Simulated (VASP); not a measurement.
Output of a VASP run:

OUTCAR:
```
 ion  position               nearest neighbor table
   1  0.235  0.235  0.235-   2 2.90   2 2.90   2 2.90   2 3.29   2 3.29   2 3.29
   2  0.765  0.765  0.765-   1 2.90   1 2.90   1 2.90   1 3.29   1 3.29   1 3.29
  LATTYP: Found a trigonal (rhomboedric) cell.
 ALAT       =     4.4242501596
 COS(alpha) =     0.5304705938
 Subroutine PRICEL returns:
 Original cell was already a primitive cell.
 Subroutine GETGRP returns: Found 12 space group operations
The static configuration has the point symmetry D_3d.
The dynamic configuration has the point symmetry D_3d.
 Subroutine INISYM returns: Found 12 space group operations
 Subroutine IBZKPT returns following result:
 Found     65 irreducible k-points:

 Following reciprocal coordinates:
            Coordinates               Weight
  0.000000  0.000000  0.000000      1.000000
  0.125000  0.000000 -0.000000      6.000000
  0.250000  0.000000 -0.000000      6.000000
  0.375000  0.000000  0.000000      6.000000
  0.500000  0.000000 -0.000000      3.000000
  0.125000  0.125000 -0.000000      6.000000
  0.250000  0.125000  0.000000     12.000000
  0.375000  0.125000  0.000000     12.000000
  0.500000  0.125000 -0.000000     12.000000
 -0.375000  0.125000  0.000000     12.000000
 -0.250000  0.125000  0.000000     12.000000
 -0.125000  0.125000  0.000000      6.000000
  0.250000  0.250000 -0.000000      6.000000
  0.375000  0.250000 -0.000000     12.000000
  0.500000  0.250000  0.000000     12.000000
 -0.375000  0.250000 -0.000000     12.000000
 -0.250000  0.250000  0.000000      6.000000
  0.375000  0.375000  0.000000      6.000000
  0.500000  0.375000  0.000000     12.000000
 -0.375000  0.375000  0.000000      6.000000
  0.500000  0.500000 -0.000000      3.000000
  0.125000  0.125000  0.125000      2.000000
  0.250000  0.125000  0.125000      6.000000
  0.375000  0.125000  0.125000      6.000000
  0.500000  0.125000  0.125000      6.000000
 -0.375000  0.125000  0.125000      6.000000
 -0.250000  0.125000  0.125000      6.000000
 -0.125000  0.125000  0.125000      6.000000
  0.250000  0.250000  0.125000      6.000000
  0.375000  0.250000  0.125000     12.000000
  0.500000  0.250000  0.125000     12.000000
 -0.375000  0.250000  0.125000     12.000000
 -0.250000  0.250000  0.125000     12.000000
 -0.125000  0.250000  0.125000     12.000000
  0.375000  0.375000  0.125000      6.000000
  0.500000  0.375000  0.125000     12.000000
 -0.375000  0.375000  0.125000     12.000000
 -0.250000  0.375000  0.125000     12.000000
 -0.125000  0.375000  0.125000     12.000000
  0.500000  0.500000  0.125000      6.000000
   k-points           NKPTS =     65   k-points in BZ     NKDIM =     65   number of bands    NBANDS=      9
   number of dos      NEDOS =    301   number of ions     NIONS =      2
   total plane-waves  NPLWV =  46656
   dimension x,y,z NGX =    36 NGY =   36 NGZ =   36
   dimension x,y,z NGXF=    72 NGYF=   72 NGZF=   72
   ions per type =               2
   PREC   = accura    normal or accurate (medium, high low for compatibility)
   ISTART =      0    job   : 0-new  1-cont  2-samecut
   ICHARG =      2    charge: 1-file 2-atom 10-const
   ISPIN  =      1    spin polarized calculation?
   LNONCOLLINEAR =      F non collinear calculations
   LSORBIT =      F    spin-orbit coupling
   INIWAV =      1    electr: 0-lowe 1-rand  2-diag
   ENCUT  =  520.0 eV  38.22 Ry    6.18 a.u.   8.23  8.23  8.23*2*pi/ulx,y,z
   NELM   =    100;   NELMIN=  2; NELMDL= -5     # of ELM steps
   EDIFF  = 0.1E-06   stopping-criterion for ELM
   LREAL  =      F    real-space projection
   NLSPLINE    = F    spline interpolate recip. space projectors
   LMAXMIX     =    4 max onsite mixed and CHGCAR
   VOSKOWN=      0    Vosko Wilk Nusair interpolation
   EDIFFG = -.1E-01   stopping-criterion for IOM
   NSW    =     30    number of steps for IOM
   NBLOCK =      1;   KBLOCK =     30    inner block; outer block
...
```

**OSZICAR**
```
...
DAV:   3    -0.853290144360E+01   -0.15555E+01   -0.15509E+01  1455   0.286E+01
DAV:   4    -0.854587425966E+01   -0.12973E-01   -0.12968E-01  1456   0.304E+00
DAV:   5    -0.854597590913E+01   -0.10165E-03   -0.10165E-03  1392   0.266E-01    0.285E+00
DAV:   6    -0.853880271010E+01    0.71732E-02   -0.23300E-03  1301   0.414E-01    0.173E+00
DAV:   7    -0.853475951885E+01    0.40432E-02   -0.64517E-03  1226   0.665E-01    0.611E-02
DAV:   8    -0.853490705716E+01   -0.14754E-03   -0.17697E-04  1404   0.105E-01    0.170E-02
DAV:   9    -0.853494260408E+01   -0.35547E-04   -0.47330E-05  1234   0.509E-02    0.536E-03
DAV:  10    -0.853494336456E+01   -0.76047E-06   -0.28152E-06  1456   0.127E-02    0.130E-03
DAV:  11    -0.853494359429E+01   -0.22973E-06   -0.23025E-07  1239   0.370E-03    0.777E-04
DAV:  12    -0.853494370319E+01   -0.10890E-06   -0.39895E-08   692   0.144E-03    0.154E-04
DAV:  13    -0.853494371724E+01   -0.14054E-07   -0.72789E-09   601   0.781E-04
   1 F= -.85349437E+01 E0= -.85346594E+01  d E =-.853494E+01
       N       E                     dE             d eps       ncg     rms          rms(c)
DAV:   1    -0.853684927811E+01   -0.19056E-02   -0.51067E-02  1247   0.141E+00    0.530E-02
DAV:   2    -0.853696694780E+01   -0.11767E-03   -0.13614E-03  1311   0.313E-01    0.232E-02
DAV:   3    -0.853695922342E+01    0.77244E-05   -0.21767E-05  1365   0.388E-02    0.960E-03
DAV:   4    -0.853695800574E+01    0.12177E-05   -0.33579E-06  1284   0.126E-02    0.303E-03
DAV:   5    -0.853695778939E+01    0.21635E-06   -0.18370E-07  1002   0.328E-03    0.655E-04
DAV:   6    -0.853695775314E+01    0.36246E-07   -0.20066E-08   598   0.112E-03
   2 F= -.85369578E+01 E0= -.85366627E+01  d E =-.201404E-02
       N       E                     dE             d eps       ncg     rms          rms(c)
DAV:   1    -0.853769496437E+01   -0.73717E-03   -0.97612E-02  1248   0.194E+00    0.703E-02
DAV:   2    -0.853792108033E+01   -0.22612E-03   -0.25893E-03  1314   0.433E-01    0.323E-02
DAV:   3    -0.853790731338E+01    0.13767E-04   -0.41449E-05  1372   0.535E-02    0.129E-02
DAV:   4    -0.853790561898E+01    0.16944E-05   -0.57934E-06  1306   0.169E-02    0.413E-03
DAV:   5    -0.853790532938E+01    0.28960E-06   -0.35936E-07  1220   0.442E-03    0.809E-04
DAV:   6    -0.853790528960E+01    0.39787E-07   -0.29878E-08   601   0.128E-03
   3 F= -.85379053E+01 E0= -.85375597E+01  d E =-.296157E-02
       N       E                     dE             d eps       ncg     rms          rms(c)
DAV:   1    -0.853790582657E+01   -0.49719E-06   -0.11627E-04  1248   0.668E-02    0.253E-03
DAV:   2    -0.853790616598E+01   -0.33941E-06   -0.30767E-06  1306   0.149E-02    0.112E-03
DAV:   3    -0.853790619209E+01   -0.26111E-07   -0.42977E-08   726   0.182E-03
   4 F= -.85379062E+01 E0= -.85375629E+01  d E =-.296247E-02
       N       E                     dE             d eps       ncg     rms          rms(c)
DAV:   1    -0.853799390399E+01   -0.87738E-04   -0.24381E-03  1210   0.289E-01    0.207E-02
DAV:   2    -0.853798833604E+01    0.55679E-05   -0.59379E-05  1237   0.619E-02    0.121E-02
DAV:   3    -0.853798476276E+01    0.35733E-05   -0.16427E-05  1428   0.252E-02    0.212E-03
DAV:   4    -0.853798484478E+01   -0.82029E-07   -0.14152E-06  1212   0.946E-03    0.133E-03
DAV:   5    -0.853798483594E+01    0.88458E-08   -0.10377E-07   659   0.249E-03
   5 F= -.85379848E+01 E0= -.85376469E+01  d E =-.786438E-04
```

### OUTCAR
```
------------------------ aborting loop because EDIFF is reached ----------------------------------------
  FORCE on cell =-STRESS in cart. coord.  units (eV):
  Direction    XX          YY          ZZ          XY          YZ          ZX
  --------------------------------------------------------------------------------------
  Total        0.4344106      0.4619827      0.4589584      0.0000000      0.0000000     -0.0091319
  in kB       11.9232990     12.6800723     12.5970644      0.0000000      0.0000000     -0.2506426
  external PRESSURE =      12.4001452 kB  Pullay stress =       0.0000000 kB
  volume of cell :       58.37
      direct lattice vectors                 reciprocal lattice vectors
     3.850294549 -2.150174309 -0.032518704     0.129026636 -0.232539287 -0.098695354
     3.850294549  2.150174309 -0.032518704     0.129026636  0.232539287 -0.098695354
     2.679400384 -0.000000000  3.502839860     0.002395644  0.000000000  0.283650167
 POSITION                                       TOTAL-FORCE (eV/Angst)
 -----------------------------------------------------------------------------------
      2.45558     -0.00000      0.81328        -0.003163      0.000000     -0.001048
      7.92441     -0.00000      2.62453         0.003163     -0.000000      0.001048
 -----------------------------------------------------------------------------------
    total drift:                                0.000000      0.000000      0.000000
  FREE ENERGIE OF THE ION-ELECTRON SYSTEM (eV)
  ---------------------------------------------------
  free  energy   TOTEN  =        -8.5379848359 eV

  energy  without entropy=       -8.5373089697  energy(sigma->0) =       -8.53764690

 reached required accuracy - stopping structural energy minimisation
```
(Selected blocks of OUTCAR.)

### POSCAR
```
Sb
1
    3.8701713155    -2.1436605628    -0.0219739659
    3.8701713155     2.1436605628    -0.0219739659
    2.7028242976     0.0000000000     3.5026745174
Sb
2
Direct
  0.2349824130   0.2349824130   0.2349824130
  0.7650175870   0.7650175870   0.7650175870
```

Problem. Reconstruct the remaining input files.

Solution. One answer among several that fit: the input of the run itself, AM05 GGA, plane waves, VASP's PBE PAW potentials (set 64).

File KPOINTS:
```
K-points
0
G
8 8 8
0 0 0
```

INCAR:
```
# general
SYSTEM  = Sb
PREC    = Accurate
ENCUT   = 520
LREAL   = .False.
LASPH   = .True.

# electronic loop
EDIFF   = 1E-7
NELM    = 100
ALGO    = Normal
LMAXMIX = 4

# smearing
ISMEAR  = 0
SIGMA   = 0.05

# functional
GGA     = AM

# ions
IBRION  = 2
NSW     = 30
ISIF    = 4
EDIFFG  = -0.01

# output
LWAVE   = .False.
LCHARG  = .False.
```

POTCAR, in this order: Sb (PBE.64 set). Program: vasp_std.

The compound is Sb in the a7 structure. This cell is one point of a volume scan, at 0.97 of the reference volume. Symmetry was kept, so distortions that lower it aren't found.
